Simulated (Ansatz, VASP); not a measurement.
# Te (Tellurium): VASP beside Ansatz, part 2 of 2

Aim: how closely do two programs agree when they are given the same cell, functional and k mesh? The cell is taken from a series of runs on this material, whose earlier steps may have relaxed, scaled, displaced or heated it; both programs get it as it stands.

VASP 6.6.1 and Ansatz 0.2.0.

So far: Set-up; Ansatz: zone-centre phonons, LDA.

## Step 3: VASP: zone-centre phonons, LDA

Level of this step: LDA; plane waves and PAW (Te) (VASP).

The same cell, functional (in two slightly different forms), mesh and smearing now go to VASP, with its own data sets.

Lines of VASP's logs that name or quote its potential files are left out, and so is its time.

Input file INCAR:

```
SYSTEM = Te
PREC = Accurate
ENCUT = 500
EDIFF = 1E-08
NELM = 120
ISMEAR = 1
SIGMA = 0.2
LREAL = .FALSE.
ALGO = Normal
GGA = CA
NBANDS = 15
LORBIT = 11
LWAVE = .FALSE.
LCHARG = .FALSE.
ISIF = 2
IBRION = 8
LASPH = .TRUE.
GGA_COMPAT = .FALSE.
KPAR = 2
```

Input file POSCAR:

```
Te
1.0
    4.1921297905      0.0000000000      0.0000000000
   -2.0960648952      3.6304908945      0.0000000000
    0.0000000000      0.0000000000      5.9259904390
Te
3
Direct
    0.2929989035      0.0000000000      0.3333333333
    0.0000000000      0.2929989035      0.6666666667
    0.7070010965      0.7070010965      0.0000000000
```

Input file KPOINTS:

```
Automatic mesh
0
Gamma
12 12 8
0 0 0
```

The projector-augmented-wave data sets are Te (LDA family, release 64).

Started as:

```bash
$ mpirun -np 2 vasp_std
```

Numbers of over 12 decimals in the logs are rounded to 6 here.

Log:

```text
[banner, memory and clock lines left out]
running    2 mpi-ranks, on    1 nodes
 distrk:  each k-point on    1 cores,    2 groups
 distr:  one band on    1 cores,    1 groups

 POSCAR found type information on POSCAR Te
 POSCAR found :  1 types and       3 ions
 LDA part: xc-table for (Slater(with rela. corr.)+CA(PZ))
 , standard interpolation
 POSCAR, INCAR and KPOINTS ok, starting setup
 FFT: planning ... GRIDC
 FFT: planning ... GRID_SOFT
 FFT: planning ... GRID
 WAVECAR not read
 entering main loop
       N       E                     dE             d eps       ncg     rms          rms(c)
DAV:   1     0.729478413401E+02    0.72948E+02   -0.65579E+03  3930   0.947E+02
DAV:   2    -0.656685462549E+01   -0.79515E+02   -0.75781E+02  5340   0.142E+02
DAV:   3    -0.113401524455E+02   -0.47733E+01   -0.47351E+01  4679   0.396E+01
DAV:   4    -0.114196433030E+02   -0.79491E-01   -0.79468E-01  5443   0.608E+00
DAV:   5    -0.114213025098E+02   -0.16592E-02   -0.16592E-02  5152   0.803E-01    0.144E+01
DAV:   6    -0.114008951670E+02    0.20407E-01   -0.10324E-02  4994   0.602E-01    0.891E+00
DAV:   7    -0.113927413192E+02    0.81538E-02   -0.20116E-02  4497   0.804E-01    0.233E-01
DAV:   8    -0.113924148421E+02    0.32648E-03   -0.30979E-03  4616   0.327E-01    0.119E-01
DAV:   9    -0.113924224291E+02   -0.75870E-05   -0.93914E-05  5643   0.653E-02    0.778E-02
DAV:  10    -0.113924202025E+02    0.22267E-05   -0.62243E-06  5102   0.155E-02    0.829E-03
DAV:  11    -0.113924194819E+02    0.72056E-06   -0.23171E-06  4833   0.910E-03    0.340E-03
DAV:  12    -0.113924194946E+02   -0.12629E-07   -0.26948E-07  5288   0.306E-03    0.182E-03
DAV:  13    -0.113924195012E+02   -0.66070E-08   -0.22274E-08  3730   0.884E-04
   1 F= -.11392420E+02 E0= -.11394050E+02  d E =0.489115E-02
 Linear response reoptimize wavefunctions to high precision
DAV:   1    -0.113924195011E+02    0.68667E-10   -0.23188E-09  3739   0.339E-04
DAV:   2    -0.113924195011E+02   -0.17508E-10   -0.37750E-10  2861   0.141E-04
 Linear response DOF=           3
 Linear response progress:
  Degree of freedom:   1/  3
       N       E                     dE             d eps       ncg     rms          rms(c)
RMM:   1    -0.465715454285E-01   -0.46572E-01    0.32837E-02 22058   0.107E+00
RMM:   2    -0.449903504427E-01    0.15812E-02   -0.24207E-03 15000   0.284E-01    0.103E-01
RMM:   3    -0.449251156414E-01    0.65235E-04   -0.88698E-05 15845   0.596E-02    0.706E-02
RMM:   4    -0.448763818039E-01    0.48734E-04   -0.23595E-05 16158   0.247E-02    0.131E-02
RMM:   5    -0.448825425694E-01   -0.61608E-05   -0.69498E-07 16322   0.540E-03    0.576E-03
RMM:   6    -0.448894664407E-01   -0.69239E-05   -0.30957E-07 15974   0.247E-03    0.113E-03
RMM:   7    -0.448887933566E-01    0.67308E-06    0.50466E-08 16608   0.665E-04    0.431E-04
RMM:   8    -0.448879345694E-01    0.85879E-06    0.71709E-08 16340   0.235E-04    0.130E-04
RMM:   9    -0.448880538272E-01   -0.11926E-06   -0.16019E-07 16952   0.599E-05    0.625E-05
RMM:  10    -0.448880513863E-01    0.24410E-08   -0.15742E-08 16940   0.223E-05    0.247E-05
 first order change of Fermi-energy   0.16621E+02
 force on displaced ion       1 direction 1 :  -2.515   0.000   0.000
 Linear response progress:
  Degree of freedom:   2/  3
       N       E                     dE             d eps       ncg     rms          rms(c)
RMM:   1    -0.476513903931E-01   -0.47651E-01    0.26592E-02 40382   0.106E+00
RMM:   2    -0.460736820750E-01    0.15777E-02   -0.24713E-03 27297   0.282E-01    0.791E-02
RMM:   3    -0.459494304997E-01    0.12425E-03   -0.10812E-04 28642   0.619E-02    0.534E-02
RMM:   4    -0.458743823236E-01    0.75048E-04   -0.35048E-05 29146   0.278E-02    0.144E-02
RMM:   5    -0.458796189697E-01   -0.52366E-05   -0.14048E-06 29495   0.620E-03    0.774E-03
RMM:   6    -0.458881087993E-01   -0.84898E-05   -0.30214E-07 29194   0.221E-03    0.972E-04
RMM:   7    -0.458878084725E-01    0.30033E-06    0.11953E-07 30322   0.504E-04    0.513E-04
RMM:   8    -0.458872432726E-01    0.56520E-06    0.11128E-07 30258   0.195E-04    0.975E-05
RMM:   9    -0.458873126323E-01   -0.69360E-07   -0.13069E-07 30897   0.475E-05    0.183E-05
RMM:  10    -0.458873016599E-01    0.10972E-07   -0.27930E-08 30739   0.200E-05    0.469E-06
RMM:  11    -0.458873127745E-01   -0.11115E-07   -0.30278E-08 31073   0.101E-05    0.360E-06
RMM:  12    -0.458873136866E-01   -0.91214E-09    0.75053E-10 26592   0.679E-06    0.720E-07
 first order change of Fermi-energy   0.55866E-04
 force on displaced ion       1 direction 2 :   0.000  -2.388  -0.263
 Linear response progress:
  Degree of freedom:   3/  3
       N       E                     dE             d eps       ncg     rms          rms(c)
RMM:   1    -0.596501888336E-01   -0.59650E-01    0.43466E-02 42667   0.110E+00
RMM:   2    -0.565799514367E-01    0.30702E-02   -0.31538E-03 27507   0.313E-01    0.281E-01
RMM:   3    -0.562723213569E-01    0.30763E-03   -0.64926E-04 28542   0.104E-01    0.191E-01
RMM:   4    -0.562345516917E-01    0.37770E-04   -0.18526E-05 28863   0.260E-02    0.958E-02
RMM:   5    -0.562298813139E-01    0.46704E-05   -0.48314E-06 29659   0.130E-02    0.405E-03
RMM:   6    -0.562334358410E-01   -0.35545E-05   -0.18046E-07 29693   0.288E-03    0.262E-03
RMM:   7    -0.562362720780E-01   -0.28362E-05   -0.23601E-07 29984   0.111E-03    0.471E-04
RMM:   8    -0.562360222306E-01    0.24985E-06    0.83468E-08 30408   0.308E-04    0.223E-04
RMM:   9    -0.562361318526E-01   -0.10962E-06   -0.12279E-07 30651   0.901E-05    0.495E-05
RMM:  10    -0.562362151386E-01   -0.83286E-07   -0.12057E-07 31012   0.305E-05    0.121E-05
RMM:  11    -0.562362281037E-01   -0.12965E-07   -0.54033E-09 31165   0.127E-05    0.215E-06
RMM:  12    -0.562362251832E-01    0.29204E-08   -0.12612E-08 30434   0.778E-06    0.711E-07
 first order change of Fermi-energy  -0.40119E-04
 force on displaced ion       1 direction 3 :  -0.001  -0.217  -5.032
 Linear response finished
```

OUTCAR, selected parts (step 3):

```text
ion  position               nearest neighbor table
   1  0.293  0.000  0.333-   3 2.90   2 2.90   3 3.25   3 3.25   2 3.25   2 3.25
   2  0.000  0.293  0.667-   3 2.90   1 2.90   3 3.25   3 3.25   1 3.25   1 3.25
   3  0.707  0.707  0.000-   2 2.90   1 2.90   2 3.25   1 3.25   1 3.25   2 3.25

  LATTYP: Found a hexagonal cell.
 ALAT       =     4.1921297905
 C/A-ratio  =     1.4135989903

 Subroutine GETGRP returns: Found  6 space group operations
 (whereof  2 operations were pure point group operations)

The static configuration has the point symmetry C_2 .
 The point group associated with its full space group is D_3 .

 Found    131 irreducible k-points:

   k-points           NKPTS =    131   k-points in BZ     NKDIM =    131   number of bands    NBANDS=     15

   dimension x,y,z NGX =    32 NGY =   32 NGZ =   48
   dimension x,y,z NGXF=    64 NGYF=   64 NGZF=   96

   ENCUT  =  500.0 eV  36.75 Ry    6.06 a.u.   7.64  7.64 10.80*2*pi/ulx,y,z

   NELECT =      18.0000    total number of electrons

 k-points in reciprocal lattice and weights: Automatic mesh
   0.00000000  0.00000000  0.00000000       0.001
   0.08333333  0.00000000  0.00000000       0.005
   0.16666667  0.00000000  0.00000000       0.005
   0.25000000 -0.00000000  0.00000000       0.005
   0.33333333  0.00000000  0.00000000       0.005
   0.41666667 -0.00000000  0.00000000       0.005
   0.50000000 -0.00000000  0.00000000       0.003
   0.08333333  0.08333333  0.00000000       0.005
   0.16666667  0.08333333  0.00000000       0.010
[...]
0.33333333  0.25000000  0.50000000       0.010
   0.33333333  0.33333333  0.50000000       0.002

 average (electrostatic) potential at core
       1 -88.4434       2 -88.4434       3 -88.4434

  Total        1.0285527      1.0285527      1.1226476      0.0000000      0.0000000     -0.0000000
  in kB       18.2715806     18.2715806     19.9431158      0.0000000      0.0000000     -0.0000000
  external PRESSURE =      18.8287590 kB  Pullay stress =       0.0000000 kB

  energy-cutoff  :      500.00
  volume of cell :       90.19
      direct lattice vectors                 reciprocal lattice vectors
     4.192129791  0.000000000  0.000000000     0.238542233  0.137722422  0.000000000
    -2.096064895  3.630490894  0.000000000     0.000000000  0.275444845  0.000000000
     0.000000000  0.000000000  5.925990439     0.000000000  0.000000000  0.168748163

 POSITION                                       TOTAL-FORCE (eV/Angst)
 -----------------------------------------------------------------------------------
      1.22829      0.00000      1.97533         0.024503      0.000000     -0.000000
     -0.61414      1.06373      3.95066        -0.012251      0.021220     -0.000000
      1.48192      2.56676      0.00000        -0.012251     -0.021220      0.000000
 -----------------------------------------------------------------------------------
    total drift:                                0.000000      0.000000     -0.000000

 Eigenvectors and eigenvalues of the dynamical matrix
 ----------------------------------------------------

   1 f  =    3.816570 THz    23.980219 2PiTHz  127.307085 cm-1    15.784060 meV
             X         Y         Z           dx          dy          dz
      1.228289  0.000000  1.975330     0.036881   -0.054028   -0.663351
     -0.614145  1.063730  3.950660    -0.065387   -0.006665    0.736177
      1.481920  2.566761  0.000000     0.026765    0.058221   -0.072825

   2 f  =    3.816570 THz    23.980219 2PiTHz  127.307085 cm-1    15.784060 meV
             X         Y         Z           dx          dy          dz
      1.228289  0.000000  1.975330    -0.052380   -0.038042   -0.467078
     -0.614145  1.063730  3.950660    -0.005017    0.064226   -0.340940
      1.481920  2.566761  0.000000     0.059868   -0.027925    0.808018

   3 f  =    2.878157 THz    18.083997 2PiTHz   96.004998 cm-1    11.903097 meV
             X         Y         Z           dx          dy          dz
      1.228289  0.000000  1.975330    -0.577350   -0.000000    0.000000
     -0.614145  1.063730  3.950660     0.288675   -0.500000    0.000000
      1.481920  2.566761  0.000000     0.288675    0.500000   -0.000000

   4 f  =    2.745352 THz    17.249557 2PiTHz   91.575095 cm-1    11.353860 meV
             X         Y         Z           dx          dy          dz
      1.228289  0.000000  1.975330     0.000000    0.577350   -0.000072
     -0.614145  1.063730  3.950660    -0.500000   -0.288675   -0.000072
      1.481920  2.566761  0.000000     0.500000   -0.288675   -0.000072

   5 f  =    2.463497 THz    15.478609 2PiTHz   82.173422 cm-1    10.188201 meV
             X         Y         Z           dx          dy          dz
      1.228289  0.000000  1.975330    -0.179924    0.544913   -0.087376
     -0.614145  1.063730  3.950660     0.561793   -0.116262    0.068692
      1.481920  2.566761  0.000000    -0.381660   -0.428020    0.018683

   6 f  =    2.463497 THz    15.478609 2PiTHz   82.173422 cm-1    10.188201 meV
             X         Y         Z           dx          dy          dz
      1.228289  0.000000  1.975330    -0.544493   -0.180064    0.028873
     -0.614145  1.063730  3.950660     0.116683    0.561654    0.061233
      1.481920  2.566761  0.000000     0.428441   -0.381799   -0.090106

   7 f/i=    0.000340 THz     0.002137 2PiTHz    0.011347 cm-1     0.001407 meV
             X         Y         Z           dx          dy          dz
      1.228289  0.000000  1.975330    -0.000000    0.000072    0.577350
     -0.614145  1.063730  3.950660    -0.000062   -0.000036    0.577350
      1.481920  2.566761  0.000000     0.000062   -0.000036    0.577350

   8 f/i=    0.006728 THz     0.042273 2PiTHz    0.224422 cm-1     0.027825 meV
             X         Y         Z           dx          dy          dz
      1.228289  0.000000  1.975330    -0.218491   -0.534153    0.001278
     -0.614145  1.063730  3.950660    -0.218034   -0.534507   -0.001091
      1.481920  2.566761  0.000000    -0.218569   -0.534725   -0.000187

   9 f/i=    0.006728 THz     0.042273 2PiTHz    0.224422 cm-1     0.027825 meV
             X         Y         Z           dx          dy          dz
      1.228289  0.000000  1.975330     0.534771   -0.218238    0.000522
     -0.614145  1.063730  3.950660     0.534416   -0.218695    0.000846
      1.481920  2.566761  0.000000     0.534198   -0.218160   -0.001368

 ELASTIC MODULI CONTR FROM IONIC RELAXATION (kBar)
 Direction    XX          YY          ZZ          XY          YZ          ZX
 --------------------------------------------------------------------------------
 XX        -298.0958   -194.6410    -22.1616     -0.0000    -82.4119     -0.0000
 YY        -194.6410   -298.0958    -22.1616     -0.0000     82.4119      0.0000
 ZZ         -22.1616    -22.1616     -1.9935     -0.0000     -0.0000     -0.0000
 XY          -0.0000     -0.0000     -0.0000    -51.9080      0.0000    -81.3193
 YZ         -82.4119     82.4119     -0.0000      0.0000   -136.1887     -0.0000
 ZX          -0.0000      0.0000      0.0000    -81.3193     -0.0000   -132.3279
 --------------------------------------------------------------------------------
```

## Step 4: Side by side

Known differences besides the potentials themselves: the two LDA forms differ slightly; the data sets hold 48 valence electrons in Ansatz (on its PAW soft_1 files) and 18 in VASP; the cutoff is 420 eV in Ansatz and 500 eV in VASP; VASP's log shows a relativistic correction to its local exchange, Ansatz's none. Total energies have different zeros and are not compared.

The two programs side by side:

| quantity | Ansatz | VASP | difference |
| --- | --- | --- | --- |
| optical mode 1 to 2 (cm⁻¹) | 81.1 | 82.2 | -1.33 % |
| optical mode 3 (cm⁻¹) | 90.5 | 91.6 | -1.12 % |
| optical mode 4 (cm⁻¹) | 94.5 | 96.0 | -1.59 % |
| optical mode 5 to 6 (cm⁻¹) | 127.4 | 127.3 | +0.07 % |

Modes are paired by rising frequency, not by their patterns, so a pair may set unlike modes beside each other; they are those without the splitting of longitudinal modes.

## Step 5: Summary of results

| Quantity | Value |
| --- | --- |
| r.m.s. difference of the optical zone-centre modes, each program's sorted by frequency (zone-centre phonons, LDA) | 0.98 cm⁻¹ |
| difference in optical mode 4 (zone-centre phonons, LDA) | -1.6 % |

The r.m.s. difference of the optical zone-centre modes, each program's sorted by frequency is 0.98 cm⁻¹ (zone-centre phonons, LDA). The data sets hold unlike numbers of valence electrons (48 in Ansatz and 18 in VASP), so part of the differences comes from the potentials. Among the rows given in per cent, the largest difference of the zone-centre phonons, LDA pair is in optical mode 4, -1.6 %. How closely two codes agree says nothing of how well the functional describes the real material.

[Lines on the potential files, build, host, timing and source positions are cut from VASP's logs without a mark.]

[Logs are printed without paths, hosts, clocks, repeated set-up lines and the standing remarks that a program may print on its own settings, such as how far it seeks lower states.]

[Hosts, paths, dates, database ids (printed as entryN), source tags and the programs' standing remarks are cut or masked in the printed files.]
